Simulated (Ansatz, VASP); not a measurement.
# BH140C4NO64F4: VASP beside Ansatz

Aim: how closely do two programs agree when they are given the same cell, functional and k mesh? The cell is taken from a series of runs on this material, whose earlier steps may have relaxed, scaled, displaced or heated it; both programs get it as it stands.

Calculated with Ansatz 0.2.0; plane waves, with VASP 6.6.1 beside it; PBE with D3(BJ).

## (1) Set-up

The cell holds 214 atoms: 4 C, 1 N, 140 H, 1 B, 4 F and 64 O. Its edges and angles: a = 12.889 Å, b = 12.889 Å, c = 12.889 Å, α = 90.0°, β = 90.0°, γ = 90.0°.

## (2) VASP: single point, PBE with D3(BJ)

A single point takes one fixed geometry, so differences don't come from the geometry; what else differs is listed under the comparison.

Lines of VASP's logs that name or quote its potential files are left out, and so is its time.

Contents of INCAR:

```
SYSTEM = BH140C4NO64F4
PREC = Accurate
ENCUT = 600
EDIFF = 1E-06
NELM = 120
ISMEAR = 0
SIGMA = 0.01
LREAL = Auto
ALGO = Normal
GGA = PE
IVDW = 12
NBANDS = 437
LORBIT = 11
LWAVE = .FALSE.
LCHARG = .FALSE.
ISIF = 2
LASPH = .TRUE.
GGA_COMPAT = .FALSE.
EFERMI = MIDGAP
```

Contents of POSCAR:

```
BH140C4NO64F4
1.0
   12.8888300000      0.0000000000      0.0000000000
    0.0000000000     12.8888300000      0.0000000000
    0.0000000000      0.0000000000     12.8888300000
C N H B F O
4 1 140 1 4 64
Direct
    0.1240300000      0.3502400000      0.6093000000
    0.2709800000      0.4169600000      0.5158400000
    0.3043200000      0.3255900000      0.6764500000
    0.2487400000      0.2304800000      0.5315900000
    0.2371400000      0.3351000000      0.5799700000
    0.1235100000      0.4244900000      0.6585500000
    0.1049900000      0.2780700000      0.6444200000
    0.0771200000      0.3595000000      0.5379500000
    0.3553200000      0.3945000000      0.5011300000
    0.2224600000      0.4128600000      0.4450800000
    0.2655700000      0.4954800000      0.5569100000
    0.2815800000      0.2538500000      0.7186600000
    0.3840800000      0.3227400000      0.6500200000
    0.2888000000      0.3967100000      0.7160000000
    0.2043200000      0.2267600000      0.4600800000
    0.2220300000      0.1777400000      0.5876300000
    0.3277700000      0.2206500000      0.5082300000
    0.0935600000      0.9411600000      0.0365500000
    0.0328600000      0.0385800000      0.9829100000
    0.6924900000      0.8228900000      0.9652300000
    0.7815200000      0.8360500000      0.8760500000
    0.4725000000      0.5747600000      0.3843600000
    0.4026300000      0.6640900000      0.4408400000
    0.8414000000      0.4652600000      0.1310700000
    0.7688200000      0.4825100000      0.0286700000
    0.6312500000      0.4249800000      0.1672500000
    0.5917600000      0.4390900000      0.2868100000
    0.5281700000      0.0356200000      0.8359400000
    0.5724500000      0.0550800000      0.7188400000
    0.3039600000      0.7502600000      0.0396800000
[... 178 atom lines left out ...]
    0.2060500000      0.9449900000      0.6351800000
    0.7077800000      0.5852100000      0.9205400000
    0.3593400000      0.4343600000      0.2274400000
    0.0009100000      0.8447400000      0.4415300000
    0.6644800000      0.6894200000      0.7208200000
    0.2283200000      0.6406300000      0.2906300000
```

Contents of KPOINTS:

```
Automatic mesh
0
Gamma
1 1 1
0 0 0
```

PAW data sets: C, N, H, B, F and O (PBE family, release 64).

Launch:

```bash
> export OMP_NUM_THREADS=3
> mpirun -np 1 vasp_gam
```

Numbers of over 12 decimals in the logs are rounded to 6 here.

The log of the run:

```text
[banner, memory and clock lines left out]
running    1 mpi-ranks, on    1 nodes
[...]
Offloading initialized ...    1 GPUs detected
[...]
LDA part: xc-table for (Slater+PW92), standard interpolation
 POSCAR, INCAR and KPOINTS ok, starting setup
[...]
entering main loop
       N       E                     dE             d eps       ncg     rms          rms(c)
DAV:   1     0.494016723875E+04    0.49402E+04   -0.33723E+05   906   0.138E+03
DAV:   2    -0.602665072187E+03   -0.55428E+04   -0.52748E+04  1079   0.321E+02
DAV:   3    -0.114040527205E+04   -0.53774E+03   -0.53332E+03  1084   0.103E+02
DAV:   4    -0.114992088942E+04   -0.95156E+01   -0.94830E+01  1060   0.151E+01
[...]
DAV:  19    -0.105072473509E+04    0.20813E-05   -0.40757E-06   972   0.644E-03    0.363E-03
DAV:  20    -0.105072473402E+04    0.10748E-05   -0.25762E-06   884   0.470E-03    0.248E-03
DAV:  21    -0.105072473364E+04    0.38183E-06   -0.81951E-07   756   0.248E-03
   1 F= -.10581651E+04 E0= -.10581651E+04  d E =0.000000E+00
```

From OUTCAR (step 2):

```text
  FREE ENERGIE OF THE ION-ELECTRON SYSTEM (eV)
  ---------------------------------------------------
  free  energy   TOTEN  =     -1058.1651152590 eV

  energy  without entropy=    -1058.1651152590  energy(sigma->0) =    -1058.16511526
```

The run ends at a pressure of -2.71 GPa, with forces up to 3.8 eV/Å.

## (3) Ansatz: single point, PBE with D3(BJ)

Ansatz runs on its default PAW (the set named soft_2) files.

The same cell, functional and mesh now go to Ansatz, which takes its cutoff from its data sets.

Contents of input.yaml:

```yaml
crystal:
  lattice:
    - [12.88883, 0.0, 0.0]
    - [0.0, 12.88883, 0.0]
    - [0.0, 0.0, 12.88883]
  atoms:
    - { symbol: C, position: [0.12403, 0.35024, 0.6093] }
    - { symbol: "N", position: [0.23714, 0.3351, 0.57997] }
    - { symbol: C, position: [0.27098, 0.41696, 0.51584] }
    - { symbol: C, position: [0.30432, 0.32559, 0.67645] }
    - { symbol: C, position: [0.24874, 0.23048, 0.53159] }
    - { symbol: H, position: [0.12351, 0.42449, 0.65855] }
    - { symbol: H, position: [0.10499, 0.27807, 0.64442] }
    - { symbol: H, position: [0.07712, 0.3595, 0.53795] }
    - { symbol: H, position: [0.35532, 0.3945, 0.50113] }
    - { symbol: H, position: [0.22246, 0.41286, 0.44508] }
    - { symbol: H, position: [0.26557, 0.49548, 0.55691] }
    - { symbol: H, position: [0.28158, 0.25385, 0.71866] }
    - { symbol: H, position: [0.38408, 0.32274, 0.65002] }
    - { symbol: H, position: [0.2888, 0.39671, 0.716] }
    - { symbol: H, position: [0.20432, 0.22676, 0.46008] }
    - { symbol: H, position: [0.22203, 0.17774, 0.58763] }
    - { symbol: H, position: [0.32777, 0.22065, 0.50823] }
    - { symbol: B, position: [0.58552, 0.96498, 0.03689] }
    - { symbol: F, position: [0.53499, 0.91767, 0.12041] }
    - { symbol: F, position: [0.59498, 0.06782, 0.08393] }
    - { symbol: F, position: [0.5401, 0.97175, 0.94117] }
    - { symbol: F, position: [0.68861, 0.92326, 0.03482] }
    - { symbol: O, position: [0.10151, 0.00328, 0.99076] }
    - { symbol: H, position: [0.09356, 0.94116, 0.03655] }
    - { symbol: H, position: [0.03286, 0.03858, 0.98291] }
    - { symbol: O, position: [0.72733, 0.78864, 0.90496] }
    - { symbol: H, position: [0.69249, 0.82289, 0.96523] }
    - { symbol: H, position: [0.78152, 0.83605, 0.87605] }
    - { symbol: O, position: [0.40077, 0.59468, 0.40621] }
    - { symbol: H, position: [0.4725, 0.57476, 0.38436] }
    - { symbol: H, position: [0.40263, 0.66409, 0.44084] }
    - { symbol: O, position: [0.77592, 0.4437, 0.09547] }
    - { symbol: H, position: [0.8414, 0.46526, 0.13107] }
    - { symbol: H, position: [0.76882, 0.48251, 0.02867] }
    - { symbol: O, position: [0.57908, 0.40197, 0.21987] }
    - { symbol: H, position: [0.63125, 0.42498, 0.16725] }
    - { symbol: H, position: [0.59176, 0.43909, 0.28681] }
    - { symbol: O, position: [0.50911, 0.05632, 0.76364] }
    - { symbol: H, position: [0.52817, 0.03562, 0.83594] }
    - { symbol: H, position: [0.57245, 0.05508, 0.71884] }
    - { symbol: O, position: [0.27435, 0.74944, 0.11139] }
    - { symbol: H, position: [0.30396, 0.75026, 0.03968] }
    - { symbol: H, position: [0.20118, 0.77515, 0.10945] }
    - { symbol: O, position: [0.96937, 0.45849, 0.87018] }
    - { symbol: H, position: [0.03214, 0.41298, 0.87304] }
    - { symbol: H, position: [0.94419, 0.46326, 0.79695] }
    - { symbol: O, position: [0.87632, 0.3774, 0.44464] }
    - { symbol: H, position: [0.84674, 0.33719, 0.50403] }
    - { symbol: H, position: [0.87012, 0.45336, 0.45919] }
    - { symbol: O, position: [0.16154, 0.33824, 0.16277] }
[... 2 lines left out ...]
    - { symbol: O, position: [0.96981, 0.6729, 0.92613] }
[... 2 lines left out ...]
    - { symbol: O, position: [0.96316, 0.1965, 0.00315] }
[... 2 lines left out ...]
    - { symbol: O, position: [0.60475, 0.39442, 0.55852] }
[... 2 lines left out ...]
    - { symbol: O, position: [0.45621, 0.68271, 0.63792] }
[... 2 lines left out ...]
    - { symbol: O, position: [0.58866, 0.25896, 0.38853] }
[... 2 lines left out ...]
    - { symbol: O, position: [0.96047, 0.81644, 0.64906] }
[... 2 lines left out ...]
    - { symbol: O, position: [0.67526, 0.95355, 0.62778] }
[... 2 lines left out ...]
    - { symbol: O, position: [0.23487, 0.70545, 0.62595] }
[... 2 lines left out ...]
    - { symbol: O, position: [0.77973, 0.1733, 0.27651] }
[... 2 lines left out ...]
    - { symbol: O, position: [0.07911, 0.83126, 0.13364] }
[... 2 lines left out ...]
    - { symbol: O, position: [0.87457, 0.65758, 0.14266] }
[... 2 lines left out ...]
    - { symbol: O, position: [0.99164, 0.47833, 0.07574] }
[... 2 lines left out ...]
    - { symbol: O, position: [0.07547, 0.9919, 0.30132] }
[... 2 lines left out ...]
    - { symbol: O, position: [0.28793, 0.04838, 0.27109] }
[... 2 lines left out ...]
    - { symbol: O, position: [0.01433, 0.08948, 0.73706] }
[... 2 lines left out ...]
    - { symbol: O, position: [0.56509, 0.70236, 0.23112] }
[... 2 lines left out ...]
    - { symbol: O, position: [0.80984, 0.50182, 0.65531] }
[... 2 lines left out ...]
    - { symbol: O, position: [0.75391, 0.15282, 0.86311] }
[... 2 lines left out ...]
    - { symbol: O, position: [0.74326, 0.7774, 0.51595] }
[... 2 lines left out ...]
    - { symbol: O, position: [0.75802, 0.22222, 0.07666] }
[... 80 lines left out ...]
    - { symbol: O, position: [0.44237, 0.81359, 0.46361] }
[... 2 lines left out ...]
    - { symbol: O, position: [0.39776, 0.85913, 0.24966] }
[... 2 lines left out ...]
    - { symbol: O, position: [0.20605, 0.94499, 0.63518] }
[... 2 lines left out ...]
    - { symbol: O, position: [0.70778, 0.58521, 0.92054] }
[... 2 lines left out ...]
    - { symbol: O, position: [0.35934, 0.43436, 0.22744] }
    - { symbol: H, position: [0.36497, 0.50813, 0.25079] }
    - { symbol: H, position: [0.43032, 0.40355, 0.22174] }
    - { symbol: O, position: [0.00091, 0.84474, 0.44153] }
    - { symbol: H, position: [0.02391, 0.90763, 0.40235] }
    - { symbol: H, position: [0.03604, 0.78192, 0.41255] }
    - { symbol: O, position: [0.66448, 0.68942, 0.72082] }
    - { symbol: H, position: [0.72376, 0.69828, 0.67155] }
    - { symbol: H, position: [0.67262, 0.73868, 0.7802] }
    - { symbol: O, position: [0.22832, 0.64063, 0.29063] }
    - { symbol: H, position: [0.24306, 0.67267, 0.22153] }
    - { symbol: H, position: [0.2901, 0.64912, 0.33678] }
kpoints:
  mp_grid: { grid: [1, 1, 1] }
hamiltonian:
  xc: pbe
  dispersion: d3bj
scf:
  occupations: { method: fixed }
output:
  forces: true
  stress: true
  populations: true
  dos:
    method: { smearing: { sigma: 0.08 } }
    de: 0.1
    projected: { site_lists: { B: [B], C: [C], F: [F], H: [H], "N": ["N"] } }
  eigenvalues: true
  write_density: true
  write_potential: true
  volumetric_format: npy
```

Launch:

```bash
> ansatz run input.yaml --threads 8 --pin off --max-ram 15872MiB --backend cpu --events-out ev --progress --plain --runs-dir out
```

The log of the run:

```text
Engine: ansatz 0.2.0, aarch64-unknown-linux-gnu
Pseudopotentials: kind: paw
Pseudopotential: C, paw, valence charge 4, recommended cutoff 420 eV (normal), C.paw.azcp
Pseudopotential: N, paw, valence charge 5, recommended cutoff 420 eV (normal), N.paw.azcp
Pseudopotential: H, paw, valence charge 1, recommended cutoff 420 eV (normal), H.paw.azcp
Pseudopotential: B, paw, valence charge 3, recommended cutoff 420 eV (normal), B.paw.azcp
Pseudopotential: F, paw, valence charge 7, recommended cutoff 420 eV (normal), F.paw.azcp
Pseudopotential: O, paw, valence charge 6, recommended cutoff 420 eV (normal), O.paw.azcp
Functional definition: PBE
  parameter kappa = 0.804
  parameter beta = 0.066725
  exchange = pbe_x(kappa = kappa, mu = beta*pi^2/3)
  correlation = pbe_c(beta = beta)
Crystal: 214 atoms, lattice volume = 2141.117 Å³
Basis set: ecut = 420 eV, 41851 PW (Γ), exchange–correlation on 180×180×180 points (8 copies of the dense FFT grid, shifted against one another)
Bands: 502, of which v1, the nominal top of the filled ones, is band 288 counted from 1 (287 counted from 0)
Symmetry: 1 space group operations
Space group: P1 (ITA 1), of the structure as read, at distance tolerance 1.3e-4 Å
k-points: 1
Non-local potential: C, projectors of the file, l = 0: 2, l = 1: 2, l = 2: 1
Non-local potential: N, projectors of the file, l = 0: 2, l = 1: 2, l = 2: 1
Non-local potential: H, projectors of the file, l = 0: 2, l = 1: 1
Non-local potential: B, projectors of the file, l = 0: 2, l = 1: 2, l = 2: 1
Non-local potential: F, projectors of the file, l = 0: 2, l = 1: 2, l = 2: 1
Non-local potential: O, projectors of the file, l = 0: 2, l = 1: 2, l = 2: 1
PAW form: soft (Blöchl's): semilocal exchange-correlation on the pseudo side does not see the compensation charge
PAW one-centre angular grid: C, 110 points (default); XC on 64 Gauss nodes
PAW one-centre angular grid: N, 110 points (default); XC on 64 Gauss nodes
PAW one-centre angular grid: H, 110 points (default); XC on 64 Gauss nodes
PAW one-centre angular grid: B, 110 points (default); XC on 64 Gauss nodes
PAW one-centre angular grid: F, 110 points (default); XC on 64 Gauss nodes
PAW one-centre angular grid: O, 110 points (default); XC on 64 Gauss nodes
Initial density: superposition of atomic densities (neutral atoms: chi_scale 0, normalization atom), corrected by the library's trained network
Initial wavefunctions: pseudopotential atomic-orbital guess
Functional: x = pbe(κ = 0.804, μ = 0.219515), c = pbe(β = 0.066725)
SCF iter   1: F=—  HF=-43352.594737 eV  |F-HF|=—  |Δ(HF+E_count)|=         —  Δρ=3.18e-3  dr2=2.57e-1  ethr=1.77e-3  ⟨swp⟩=5.0  Hψ=1708  notcnv=0  defer=209
preconditioner: auto → Resta (q_TF=auto, 2.192 Å⁻¹)  ε∞=2.2  [insulator: Δε(μ)=4.275 eV  Ē_g=17.544 eV  n_scr=388 (ndim 8)  ℏωp=19.2 eV  f_vac=0.266  ε∞_Penn≈2.2]
SCF iter   2: F=—  HF=-43352.497068 eV  |F-HF|=—  |Δ(HF+E_count)|=   9.77e-2  Δρ=1.38e-3  dr2=5.08e-2  ethr=4.46e-5  ⟨swp⟩=2.0  Hψ=864  notcnv=0  defer=212
SCF iter   3: F=—  HF=-43352.462650 eV  |F-HF|=—  |Δ(HF+E_count)|=   3.44e-2  Δρ=6.14e-4  dr2=1.20e-2  ethr=8.82e-6  ⟨swp⟩=3.0  Hψ=582  notcnv=0  defer=212
SCF iter   4: F=—  HF=-43352.459225 eV  |F-HF|=—  |Δ(HF+E_count)|=   3.42e-3  Δρ=2.04e-4  dr2=1.07e-3  ethr=2.08e-6  ⟨swp⟩=3.0  Hψ=582  notcnv=0  defer=212
SCF iter   5: F=—  HF=-43352.459115 eV  |F-HF|=—  |Δ(HF+E_count)|=   1.11e-4  Δρ=9.27e-5  dr2=1.60e-4  ethr=1.86e-7  ⟨swp⟩=2.0  Hψ=579  notcnv=0  defer=212
SCF iter   6: F=—  HF=-43352.459129 eV  |F-HF|=—  |Δ(HF+E_count)|=   1.49e-5  Δρ=3.43e-5  dr2=2.07e-5  ethr=2.78e-8  ⟨swp⟩=2.0  Hψ=861  notcnv=0  defer=211
SCF iter   7: F=—  HF=-43352.459344 eV  |F-HF|=—  |Δ(HF+E_count)|=   2.14e-4  Δρ=9.97e-6  dr2=1.77e-6  ethr=3.60e-9  ⟨swp⟩=2.0  Hψ=581  notcnv=0  defer=207
SCF iter   8: F=—  HF=-43352.459344 eV  |F-HF|=—  |Δ(HF+E_count)|=   5.53e-7  Δρ=3.19e-6  dr2=1.96e-7  ethr=3.08e-10  ⟨swp⟩=2.0  Hψ=579  notcnv=0  defer=207
SCF iter   9: F=-43352.459344 eV  HF=-43352.459344 eV  |F-HF|=3.39e-8  |Δ(HF+E_count)|=   1.69e-8  Δρ=1.66e-6  dr2=4.68e-8  ethr=1.74e-11  ⟨swp⟩=21.0  Hψ=4790  notcnv=0
SCF 1 converged in 9 iterations: F = -43352.459344 eV  dr2 = 4.68e-8
  greatest PAW one-centre occupation: 0.930 electrons in one spin orbital (limit 2), on the F atom at site 21 (counted from 0), in its partial waves of l = 0
[...]
--- Löwdin populations: 214 sites ---
  site symbol       q [e]
     0      C      4.3349
     1      N      4.8403
     2      C      4.3160
     3      C      4.3352
     4      C      4.3583
     5      H      0.8055
     6      H      0.7770
     7      H      0.7763
     8      H      0.7981
     9      H      0.7807
    10      H      0.7994
    11      H      0.8022
    12      H      0.7717
    13      H      0.7789
    14      H      0.7788
    15      H      0.7757
    16      H      0.7761
    17      B      2.1156
    18      F      7.3323
    19      F      7.4009
    20      F      7.3048
    21      F      7.3469
    22      O      6.6804
    23      H      0.6106
[...]
206      H      0.6133
   207      H      0.6010
   208      O      6.6932
   209      H      0.6097
   210      H      0.6063
   211      O      6.7150
   212      H      0.6168
   213      H      0.6231
  spilling = 0.011032 (of n_electrons = 576.000000)
```

## (4) Comparison

Known differences besides the potentials themselves: fixed occupations in Ansatz, narrow Gaussian smearing in VASP; the cutoff is 420 eV in Ansatz and 600 eV in VASP (PREC = Accurate, projectors in real space). Total energies have different zeros and are not compared.

Compared:

```
              quantity  Ansatz   VASP  difference
        pressure (GPa)   -2.60  -2.71       +0.11
gap on the k mesh (eV)   4.053  4.042      +0.011
```

Forces on 9 of the 214 atoms, those with the largest forces and the largest differences (eV/Å; atoms numbered as in POSCAR):

```
atom          Ansatz x, y, z            VASP x, y, z
  C1    0.851, 1.650, -0.122    0.836, 1.647, -0.113
  C2    2.020, 1.487, -1.236    2.032, 1.528, -1.263
  C4   -0.309, 1.261, -1.623   -0.309, 1.233, -1.626
  N5   -1.077, -2.131, 1.841   -1.088, -2.145, 1.861
  H6  -0.380, -1.501, -0.564  -0.382, -1.488, -0.556
B146     1.817, 2.450, 2.360     1.816, 2.441, 2.352
F147  -0.741, -1.551, -0.408  -0.824, -1.621, -0.270
F149   -0.394, -0.806, 0.175  -0.475, -0.782, -0.006
F150   -0.762, 0.237, -0.071   -0.617, 0.173, -0.074
```

The forces differ by 42 meV/Å r.m.s., which is 7.4 % of the r.m.s. force of 0.567 eV/Å (both taken over all components). A gap on the mesh is an upper bound, since the band edges may lie between its points.

## (5) Outcome

| Quantity | Value |
| --- | --- |
| r.m.s. force difference (single point, PBE with D3(BJ)) | 7.4 % of the r.m.s. force |

The r.m.s. force difference is 7.4 % of the r.m.s. force (single point, PBE with D3(BJ)), beyond the 3 % picked in this series as the mark of a large difference. What causes the difference of the single point, PBE with D3(BJ) pair stays open here. Such differences can come from data sets, numerical settings and the points named under the comparisons, not from the functional's error against experiment.

[Lines on the potential files, build, host, timing and source positions are cut from VASP's logs without a mark.]

[Logs are printed without paths, hosts, clocks, repeated set-up lines and the standing remarks that a program may print on its own settings, such as how far it seeks lower states.]

[Hosts, paths, dates, database ids (printed as entryN), source tags and the programs' standing remarks are cut or masked in the printed files.]
